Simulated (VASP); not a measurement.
Given:

```xyz
2
Lattice="0.0000 2.0154 2.0154 2.0154 0.0000 2.0154 2.0154 2.0154 0.0000" Properties=species:S:1:pos:R:3 pbc="T T T"
Li     0.0000     0.0000     0.0000
H      2.0154     2.0154     2.0154
```

All values below come from vdW-DF-cx, VASP's PBE PAW potentials (set 64) (plane waves; VASP). Run with 520 eV cut-off, Gaussian smearing of 0.050 eV, potentials Li_sv H.

**Question.** Give the energies of bands 2 to 4 at the high-symmetry points, in eV from the valence-band maximum.

**Answer.** 
```
band      Γ      X      U      L      W
----  -----  -----  -----  -----  -----
2     -5.33   0.00  -0.49  -2.55  -0.22
3     16.05   3.11   4.25   4.99   5.38
4     18.12  10.93   7.64  13.69   5.38
```

The gap is direct, 3.11 eV, from the valence maximum at X to the conduction minimum at X.

The compound is LiH in the rock salt structure. It was relaxed first.
